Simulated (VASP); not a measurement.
**BaZrO3: energy against strain**

BaZrO3 (cubic perovskite, Pm-3m, 14.712 Å³/atom and stress up to 0.07 GPa in the relaxed cell, cube axes along x, y and z) under a strain ε along a cube axis (axis z), the other axes held. PBEsol in VASP (plane waves, PAW), 600 eV, 8×8×8 Γ-centred mesh, Gaussian smearing 0.05 eV; ions are relaxed, or left where forces stay under 0.02 eV/Å, within the symmetry of each cell.

Here s stands for strain and y for E less E0.

| strain (%) | E less E0 (meV/atom) |
|---|---|
| -3.00 | ? |
| -1.50 | 3.81 |
| -1.00 | 1.73 |
| -0.50 | 0.47 |
| 0.00 | 0.00 |
| 0.50 | 0.27 |
| 1.00 | 1.24 |
| 1.50 | 2.86 |

Fit y against s with a parabola, and predict the withheld value at s = -3.00.

Least squares gives y = 0.000 - 0.2879·s + 1.4824·s². Residuals (row less fit): 0.043, -0.040, -0.045, 0.000, 0.043, 0.046, -0.044; standard error 0.053 (degrees of freedom: 4). Twice the quadratic coefficient over the volume, 2 × 1.4824 meV × 10⁴ × 0.1602 / 14.712 Å³, is the elastic constant C11 = 323 ± 5 GPa (± standard error of the fit, which holds the terms cut off). At the withheld row, y = 0.000 - 0.2879 × (-3.0) + 1.4824 × (-3.0)² = 14.205 meV/atom. The calculation gives 15.44 meV/atom, 1.235 meV/atom above the prediction (8.0 % of the range of y in the table). The row lies outside the fitted rows, so this is an extrapolation. From the scatter of the fitted rows alone, a prediction at this place has a standard error of 0.203 meV/atom, so the miss is 6.1 times that.

A polynomial of degree 3 through the 12 other runs of the series gives 15.39 there, so most of the miss is curvature that the fit leaves out. The primitive cell can neither tilt nor turn polar against its symmetry, as such crystals can under strain. Rows are the converged runs of the series near zero and its far end, less any whose ions stayed unrelaxed beside relaxed ones; series whose fitted rows scatter by over a few per cent of the range, as at a crossing or softening among them, aren't shown in this form. Most that stay on the fit to the last digits aren't either.
